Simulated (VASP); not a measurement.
The system is H2Os.

```
H Os
1.0
     2.49177    0.00000    0.00000
     0.00000    2.49177    0.00000
     0.00000    0.00000    4.60226
H Os
2 1
Direct
  0.50000 0.50000 0.39504
  0.50000 0.50000 0.60496
  0.50000 0.50000 0.00000
```

The cell was built by a generator and needn't be a form met in nature.

| Quantity | Value |
| --- | --- |
| Program | VASP 6.6.1 |
| Task | single point |
| Functional | PBE |
| Potentials or basis | VASP PAW PBE potentials, release 64 (H, Os) |
| Cutoff | 520 eV |
| k mesh | 11 × 11 × 6 |
| Occupations | fermi-dirac, width 0.05 eV |
| Spin | no spin polarisation |

On this cell: pressure 0.1 GPa; largest force 0.049 eV/Å; band gap on the k mesh none (metal or under the smearing width).

The same run follows on a disturbed copy (atoms moved at random, drawn with an rms of 0.05 Å):

```
CELL_PARAMETERS angstrom
2.49177 0.00000 0.00000
0.00000 2.49177 0.00000
0.00000 0.00000 4.60226
ATOMIC_POSITIONS crystal
H 0.50271 0.50129 0.39278
H 0.50007 0.52156 0.60807
Os 0.50437 0.49660 0.99800
```

What changes?

The energy (extrapolated to zero smearing) moves by +1.9 meV/atom; pressure 0.1 GPa; largest force 0.307 eV/Å; band gap on the k mesh none (metal or under the smearing width).

Forces in eV/Å, atoms in the order of the input:
```
H   -0.004  0.037  0.159
H    0.007 -0.053 -0.303
Os  -0.003  0.016  0.144
```

Stress tensor (GPa, compression positive):
```
 0.32  0.00  0.01
 0.00  0.29 -0.06
 0.01 -0.06 -0.41
```
